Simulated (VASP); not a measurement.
A run of VASP 6.6.1 is set up as follows.

File INCAR:

```
SYSTEM = Al2Cu
PREC = Accurate
ENCUT = 600
EDIFF = 1E-7
ISMEAR = 0
SIGMA = 0.1
LREAL = .FALSE.
LASPH = .TRUE.
NELM = 80
ALGO = Normal
ISIF = 3
LWAVE = .FALSE.
LCHARG = .FALSE.
METAGGA = R2SCAN
LMIXTAU = .TRUE.
IBRION = 2
NSW = 90
EDIFFG = -0.005
```

Contents of KPOINTS:

```
regular mesh
0
G
  10 10 14
  0 0 0
```

POSCAR

```
Al2Cu
1.0
    4.1051820000      0.0000000000      0.0000000000
    0.0000000000      4.1051820000      0.0000000000
    0.0000000000      0.0000000000      2.8913130000
Al Cu
2 1
Direct
    0.5000000000      0.0000000000      0.5000000000
    0.0000000000      0.5000000000      0.5000000000
    0.0000000000      0.0000000000      0.0000000000
```

Potentials or basis: VASP PAW PBE potentials, release 64 (Al, Cu).

The run is started by

```bash
$ cat potpaw_PBE.64/Al/POTCAR potpaw_PBE.64/Cu/POTCAR > POTCAR
$ mpirun -np 1 vasp_std > vasp.out
```

(1) Predict the relaxed volume.

(2) What does it give for the space group after relaxing (to 0.05 Å)?

(3) Estimate the relaxed cell.

Answers

(1) 15.88 Å³/atom.

(2) P4/mmm (No. 123).

(3) a = 4.087 Å, b = 4.087 Å, c = 2.851 Å, α = 90.00°, β = 90.00°, γ = 90.00°.

Caveat: the PAW data sets were made with another functional, which shifts forces and pressure a little.
